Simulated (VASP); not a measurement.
Input:

```xyz
16
Lattice="5.0087 0.0000 0.0000 0.0000 7.0834 0.0000 0.0000 0.0000 19.3864" Properties=species:S:1:pos:R:3 pbc="T T T"
Mn     0.0000     0.3795     7.0000
Mn     2.5044     2.1503     8.7955
Mn     0.0000     3.9212     7.0000
Mn     2.5044     5.6920     8.7955
Mn     0.0000     3.9212    10.5909
Mn     2.5044     5.6920    12.3864
Mn     0.0000     0.3795    10.5909
Mn     2.5044     2.1503    12.3864
S      0.0000     5.6920     8.7955
S      2.5044     3.9212     7.0000
S      0.0000     2.1503     8.7955
S      2.5044     0.3795     7.0000
S      0.0000     2.1503    12.3864
S      2.5044     0.3795    10.5909
S      0.0000     5.6920    12.3864
S      2.5044     3.9212    10.5909
```
Starting moments (μB, in the order of the record's atoms Mn Mn Mn Mn Mn Mn Mn Mn S S S S S S S S): 4.0 4.0 4.0 4.0 4.0 4.0 4.0 4.0 0.0 0.0 0.0 0.0 0.0 0.0 0.0 0.0.

Level of theory: PBE GGA, VASP's PBE PAW potentials (set 64) (plane waves; VASP). Settings: LREAL = Auto, 300 eV cut-off, 3×3×1 Γ-centred mesh, Fermi-Dirac smearing of 0.14 eV, potentials Mn_pv S.

The cell holds a wide vacuum, so values per volume refer to the whole cell. The moments were started parallel, and other spin orders were not tried in this run.

Task: What does the run give for the cell moment, energy per atom (σ→0), largest force, band gap (on the k-mesh) with the smallest direct gap where there is one?

Result: 
- band gap (on the k-mesh): none (metal, semimetal or under 0.01 eV)
- cell moment: 36.23 μB
- energy per atom (σ→0): -6.807 eV/atom
- largest force: 0.674 eV/Å

Task: Give the moment on each site (PAW-sphere projection).

Result: 
```tsv
site	moment (μB)
Mn1	4.19
Mn2	3.99
Mn3	4.19
Mn4	3.99
Mn5	3.99
Mn6	4.19
Mn7	3.99
Mn8	4.19
S9	0.10
S10	0.03
S11	0.10
S12	0.03
S13	0.03
S14	0.10
S15	0.03
S16	0.10
```

The cell is a sheet with vacuum, built from a generated structure.
